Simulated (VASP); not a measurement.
Computed with HSE06 screened hybrid, VASP's PBE PAW potentials (set 64) (plane waves; VASP 6.6.1).

VASP input:

**INCAR**
```
SYSTEM  =  B31N31
PREC  =  Normal; ENCUT  =  400; LREAL  =  Auto
LASPH  =  .TRUE.; ISYM  =  0
EDIFF  =  1E-5; NELM  =  50; NELMIN  =  4
ALGO  =  Normal
ISMEAR  =  0; SIGMA  =  0.05
GGA  =  PE; LHFCALC  =  .TRUE.; AEXX  =  0.25
HFSCREEN  =  0.2; PRECFOCK  =  Fast
ISPIN  =  2; MAGMOM  =  62*0.0323; NUPDOWN  =  2
ISIF  =  0
LWAVE  =  .FALSE.; LCHARG  =  .FALSE.; LORBIT  =  10
```

POSCAR:
```
B31N31
1
    7.2488848260     0.0000000000     0.0000000000
    0.0000000000     7.2488848260     0.0000000000
    0.0000000000     0.0000000000     7.2488848260
B N
31 31
Direct
  0.5004038157   0.9996553250   0.9997372672
  0.7497631283   0.2498472434   0.9989699523
  0.7499066782   0.9989784161   0.2497558498
  0.0001287531   0.9995267711   0.9994712398
  0.2503500681   0.2492038870   0.0003779835
  0.5000891272   0.4995911634   0.9999285818
  0.7503875662   0.7493002877   0.0001604696
  0.2504250482   0.0002166301   0.2493630002
  0.5020655883   0.2463042371   0.2464099686
  0.7534166075   0.4978209861   0.2462029526
  0.5000324001   0.0000296031   0.4995426109
  0.7532167761   0.2463902393   0.4974698684
  0.7502454846   0.0002931300   0.7491499372
  0.9999109848   0.4992223258   0.9997312639
  0.2500665392   0.7495216182   0.9997103424
  0.0007680444   0.2497809185   0.2497845157
  0.2528657951   0.4994496751   0.2532353413
  0.5002701914   0.7469235805   0.2530457848
  0.9998874309   0.9996838604   0.4992678878
  0.2524981673   0.2529266094   0.4996278920
  0.7465358210   0.7469728442   0.4994782396
  0.2499080440   0.9996140380   0.7496894608
  0.5000369184   0.2529751056   0.7470093932
  0.7464401179   0.4994932721   0.7468026524
  0.9994682029   0.7492176354   0.2493205400
  0.9996581585   0.4995801963   0.4995734804
  0.2512115610   0.7484471199   0.5002743199
  0.9990912227   0.2493034256   0.7493168882
  0.2509675418   0.5000544770   0.7486732699
  0.4993598136   0.7485637194   0.7485332923
  0.9999138762   0.7495768369   0.7495840453
  0.6258243603   0.1249535689   0.1249953526
  0.8746686603   0.3738646222   0.1250196885
  0.8747150641   0.1250169750   0.3737638444
  0.1251006007   0.1248295033   0.1248942457
  0.3784365285   0.3751544754   0.1275050658
  0.6245637483   0.6213196532   0.1273612117
  0.8748473470   0.8745406337   0.1248673461
  0.3783472132   0.1274315889   0.3752521646
  0.8722668883   0.6212831218   0.3750931301
  0.6243840472   0.1274772201   0.6211742649
  0.8720760018   0.3751870442   0.6211959008
  0.8746235667   0.1248801101   0.8745212377
  0.1239934043   0.6251648174   0.1241156737
  0.3744887856   0.8756490674   0.1240733787
  0.1254657452   0.3747848057   0.3749364320
  0.3640682360   0.6356855779   0.3663027658
  0.6248895389   0.8742647078   0.3747351795
  0.1237061857   0.1239566670   0.6253070657
  0.3636056179   0.3658988120   0.6360018417
  0.6333595382   0.6358282467   0.6356605969
  0.8755546204   0.8757508121   0.6252018597
  0.3743260503   0.1239183116   0.8758285647
  0.6247623903   0.3748316222   0.8742407439
  0.8756275897   0.6252124508   0.8756967340
  0.1232997292   0.8763893660   0.3745093581
  0.1241706062   0.6246832799   0.6247954924
  0.3748241653   0.8754336808   0.6248063346
  0.1230933340   0.3743546569   0.8765134726
  0.3748013344   0.6247329772   0.8754601388
  0.6252116926   0.8764870252   0.8764080513
  0.1247389366   0.8748074210   0.8749165706
```

**KPOINTS**
```
Automatic mesh
0
Gamma
1 1 1
0 0 0
```

POTCAR, in this order: B N (PBE.64 set). Program: vasp_gam. Read from the step before: WAVECAR.

Output of the run:

File OUTCAR:
```
 ion  position               nearest neighbor table
   1  0.500  1.000  1.000-  61 1.55  53 1.57  45 1.57  32 1.57
   2  0.750  0.250  0.999-  43 1.57  54 1.57  32 1.57  33 1.57
   3  0.750  0.999  0.250-  38 1.57  48 1.57  32 1.57  34 1.57
   4  0.000  1.000  0.999-  62 1.56  38 1.57  35 1.57  43 1.57
   5  0.250  0.249  0.000-  53 1.56  35 1.57  59 1.57  36 1.60
   6  0.500  0.500  1.000-  37 1.56  36 1.56  60 1.57  54 1.57
   7  0.750  0.749  0.000-  55 1.56  38 1.57  61 1.57  37 1.59
   8  0.250  0.000  0.249-  45 1.56  35 1.57  56 1.57  39 1.59
   9  0.502  0.246  0.246-  32 1.53  36 1.56  39 1.56
  10  0.753  0.498  0.246-  33 1.53  37 1.55  40 1.55
  11  0.500  0.000  0.500-  39 1.56  41 1.56  58 1.57  48 1.57
  12  0.753  0.246  0.497-  34 1.53  42 1.56  41 1.56
  13  0.750  0.000  0.749-  52 1.56  43 1.57  61 1.57  41 1.59
  14  1.000  0.499  1.000-  59 1.55  55 1.57  44 1.57  33 1.57
  15  0.250  0.750  1.000-  60 1.56  44 1.57  45 1.57  62 1.57
  16  0.001  0.250  0.250-  35 1.57  34 1.57  46 1.57  33 1.57
  17  0.253  0.499  0.253-  47 1.52  46 1.56  36 1.57  44 1.61
  18  0.500  0.747  0.253-  47 1.52  48 1.56  37 1.57  45 1.61
  19  1.000  1.000  0.499-  56 1.55  49 1.57  52 1.57  34 1.57
  20  0.252  0.253  0.500-  50 1.52  46 1.56  39 1.57  49 1.60
  21  0.747  0.747  0.499-  51 1.52  48 1.56  40 1.57  52 1.61
  22  0.250  1.000  0.750-  58 1.57  53 1.57  49 1.57  62 1.57
  23  0.500  0.253  0.747-  50 1.52  54 1.56  41 1.57  53 1.61
  24  0.746  0.499  0.747-  51 1.52  54 1.56  42 1.57  55 1.61
  25  0.999  0.749  0.249-  44 1.56  38 1.57  56 1.57  40 1.59
  26  1.000  0.500  0.500-  40 1.56  42 1.56  57 1.57  46 1.57
  27  0.251  0.748  0.500-  47 1.51  58 1.57  57 1.57  56 1.60
  28  0.999  0.249  0.749-  49 1.57  43 1.57  59 1.57  42 1.59
  29  0.251  0.500  0.749-  50 1.51  60 1.57  57 1.57  59 1.60
  30  0.499  0.749  0.749-  51 1.51  58 1.57  60 1.57  61 1.60
  31  1.000  0.750  0.750-  57 1.56  55 1.57  52 1.57  62 1.57
  32  0.626  0.125  0.125-   9 1.53   3 1.57   2 1.57   1 1.57
  33  0.875  0.374  0.125-  10 1.53  16 1.57   2 1.57  14 1.57
  34  0.875  0.125  0.374-  12 1.53  16 1.57   3 1.57  19 1.57
  35  0.125  0.125  0.125-   5 1.57  16 1.57   8 1.57   4 1.57
  36  0.378  0.375  0.128-   9 1.56   6 1.56  17 1.57   5 1.60
  37  0.625  0.621  0.127-  10 1.55   6 1.56  18 1.57   7 1.59
  38  0.875  0.875  0.125-   3 1.57  25 1.57   7 1.57   4 1.57
  39  0.378  0.127  0.375-   9 1.56  11 1.56  20 1.57   8 1.59
...
```

OSZICAR:
```
       N       E                     dE             d eps       ncg     rms          rms(c)
DAV:   1    -0.622048110228E+03   -0.62205E+03   -0.77229E+00   628   0.835E+00    0.271E+00
DAV:   2    -0.622100786552E+03   -0.52676E-01   -0.20198E-01   696   0.119E+00    0.172E+00
DAV:   3    -0.622084936487E+03    0.15850E-01   -0.39152E-02   712   0.578E-01    0.968E-01
DAV:   4    -0.622080689646E+03    0.42468E-02   -0.82012E-03   720   0.244E-01    0.576E-01
DAV:   5    -0.622079122517E+03    0.15671E-02   -0.11516E-03   710   0.934E-02    0.328E-01
DAV:   6    -0.622078626153E+03    0.49636E-03   -0.45436E-04   718   0.606E-02    0.175E-01
DAV:   7    -0.622078484898E+03    0.14126E-03   -0.10082E-04   704   0.312E-02    0.940E-02
DAV:   8    -0.622078440931E+03    0.43966E-04   -0.27627E-05   494   0.186E-02    0.523E-02
DAV:   9    -0.622078428741E+03    0.12191E-04   -0.12322E-05   424   0.118E-02    0.283E-02
DAV:  10    -0.622078425537E+03    0.32038E-05   -0.30364E-06   406   0.540E-03
   1 F= -.62207843E+03 E0= -.62207843E+03  d E =-.130940E-11  mag=     2.0000
```

**OUTCAR**
```
------------------------ aborting loop because EDIFF is reached ----------------------------------------
  volume of cell :      380.90
      direct lattice vectors                 reciprocal lattice vectors
     7.248884826  0.000000000  0.000000000     0.137952254  0.000000000  0.000000000
     0.000000000  7.248884826  0.000000000     0.000000000  0.137952254  0.000000000
     0.000000000  0.000000000  7.248884826     0.000000000  0.000000000  0.137952254
  FREE ENERGIE OF THE ION-ELECTRON SYSTEM (eV)
  ---------------------------------------------------
  free  energy   TOTEN  =      -622.0784255369 eV

  energy  without entropy=     -622.0784255369  energy(sigma->0) =     -622.07842554

  exchange ACFDT corr.  =         0.00000000  see jH, gK, PRB 81, 115126

 total charge

# of ion       s       p       d       tot
------------------------------------------
    1        0.680   1.347   0.000   2.028
    2        0.675   1.341   0.000   2.017
    3        0.675   1.342   0.000   2.017
    4        0.674   1.337   0.000   2.011
    5        0.673   1.326   0.000   1.998
    6        0.676   1.346   0.000   2.022
    7        0.673   1.326   0.000   1.999
    8        0.672   1.326   0.000   1.998
    9        0.667   1.237   0.000   1.904
   10        0.667   1.238   0.000   1.906
   11        0.676   1.346   0.000   2.022
   12        0.667   1.237   0.000   1.904
   13        0.673   1.326   0.000   1.999
   14        0.680   1.347   0.000   2.027
   15        0.675   1.343   0.000   2.018
   16        0.675   1.341   0.000   2.017
   17        0.678   1.349   0.000   2.027
   18        0.678   1.349   0.000   2.027
   19        0.680   1.347   0.000   2.028
   20        0.678   1.350   0.000   2.028
   21        0.678   1.349   0.000   2.027
   22        0.675   1.343   0.000   2.018
   23        0.678   1.349   0.000   2.027
   24        0.678   1.348   0.000   2.026
   25        0.673   1.326   0.000   1.999
   26        0.676   1.346   0.000   2.022
   27        0.679   1.358   0.000   2.036
   28        0.673   1.326   0.000   1.999
   29        0.679   1.358   0.000   2.037
   30        0.679   1.357   0.000   2.036
   31        0.675   1.343   0.000   2.018
   32        1.229   2.720   0.000   3.949
   33        1.229   2.720   0.000   3.949
   34        1.229   2.720   0.000   3.949
   35        1.227   2.720   0.000   3.947
   36        1.228   2.700   0.000   3.928
   37        1.228   2.701   0.000   3.928
   38        1.227   2.719   0.000   3.947
   39        1.228   2.701   0.000   3.928
   40        1.228   2.701   0.000   3.928
   41        1.228   2.701   0.000   3.928
   42        1.228   2.701   0.000   3.928
   43        1.227   2.720   0.000   3.947
   44        1.230   2.699   0.000   3.929
   45        1.230   2.699   0.000   3.929
   46        1.227   2.720   0.000   3.947
   47        1.254   2.606   0.000   3.860
   48        1.227   2.720   0.000   3.947
   49        1.230   2.699   0.000   3.929
   50        1.254   2.606   0.000   3.860
   51        1.254   2.606   0.000   3.860
   52        1.230   2.699   0.000   3.929
   53        1.230   2.699   0.000   3.929
   54        1.227   2.720   0.000   3.947
   55        1.230   2.699   0.000   3.929
   56        1.234   2.697   0.000   3.931
   57        1.227   2.716   0.000   3.943
   58        1.227   2.717   0.000   3.943
   59        1.234   2.697   0.000   3.931
   60        1.227   2.717   0.000   3.943
   61        1.234   2.697   0.000   3.931
   62        1.229   2.717   0.000   3.946
--------------------------------------------------
tot         59.105 124.957   0.000 184.062

 magnetization (x)

# of ion       s       p       d       tot
------------------------------------------
    1       -0.001   0.008   0.000   0.007
    2       -0.000  -0.001   0.000  -0.001
    3       -0.000  -0.001   0.000  -0.001
    4       -0.000  -0.001   0.000  -0.001
    5       -0.000  -0.002   0.000  -0.002
    6       -0.000  -0.000   0.000  -0.001
    7       -0.000  -0.002   0.000  -0.002
    8       -0.000  -0.002   0.000  -0.002
    9        0.000   0.001   0.000   0.001
   10        0.000   0.001   0.000   0.001
   11       -0.000  -0.000   0.000  -0.001
   12        0.000   0.001   0.000   0.001
   13       -0.000  -0.002   0.000  -0.002
   14       -0.001   0.008   0.000   0.007
   15       -0.001  -0.002   0.000  -0.003
   16       -0.000  -0.001   0.000  -0.001
   17       -0.004  -0.008   0.000  -0.012
   18       -0.004  -0.008   0.000  -0.012
   19       -0.001   0.008   0.000   0.007
   20       -0.004  -0.008   0.000  -0.012
   21       -0.004  -0.008   0.000  -0.012
   22       -0.001  -0.002   0.000  -0.003
   23       -0.004  -0.008   0.000  -0.012
...
```
(Selected blocks of OUTCAR.)

**OUTCAR**
```
 val. band max:        6.7299985174   @ k =   0.0000   0.0000   0.0000

 cond. band min:       8.5131927072   @ k =   0.0000   0.0000   0.0000


 Fermi energy:         6.8708785720

 spin component 1

 k-point     1 :       0.0000    0.0000    0.0000
  band No.  band energies     occupation
      1     -15.9111      1.00000
      2     -13.9380      1.00000
      3     -13.9351      1.00000
      4     -13.9069      1.00000
      5     -13.9064      1.00000
      6     -13.8088      1.00000
      7     -13.4641      1.00000
      8     -12.2447      1.00000
      9     -12.2416      1.00000
     10     -12.1391      1.00000
     11     -12.1388      1.00000
     12     -12.0958      1.00000
     13     -12.0946      1.00000
     14     -12.0942      1.00000
     15     -12.0408      1.00000
     16     -12.0223      1.00000
     17     -12.0215      1.00000
     18     -11.8542      1.00000
     19     -11.6756      1.00000
     20     -11.4838      1.00000
     21     -11.4834      1.00000
     22     -11.4002      1.00000
     23     -10.5458      1.00000
     24     -10.0650      1.00000
     25     -10.0644      1.00000
     26      -9.9137      1.00000
     27      -9.7498      1.00000
     28      -9.7488      1.00000
     29      -9.7372      1.00000
     30      -9.7257      1.00000
     31      -9.7248      1.00000
     32      -5.5195      1.00000
     33      -5.3447      1.00000
     34      -5.3443      1.00000
     35      -5.2865      1.00000
     36      -3.6265      1.00000
     37      -3.6261      1.00000
     38      -3.5680      1.00000
     39      -3.0233      1.00000
     40      -2.4119      1.00000
     41      -2.4100      1.00000
     42      -2.3827      1.00000
     43      -2.3045      1.00000
     44      -2.3042      1.00000
     45      -2.2803      1.00000
     46      -2.2685      1.00000
     47      -2.2678      1.00000
     48      -2.2115      1.00000
     49      -2.2073      1.00000
...
```

The supercell is sampled at Γ alone, which is coarse: total energies, pressure and levels can be off, energies of defects by several tenths of an eV.

The cell is a supercell with a defect, built from BN (zinc blende): vac_B-vac_N. The cell's shape comes from a PBE relaxation.
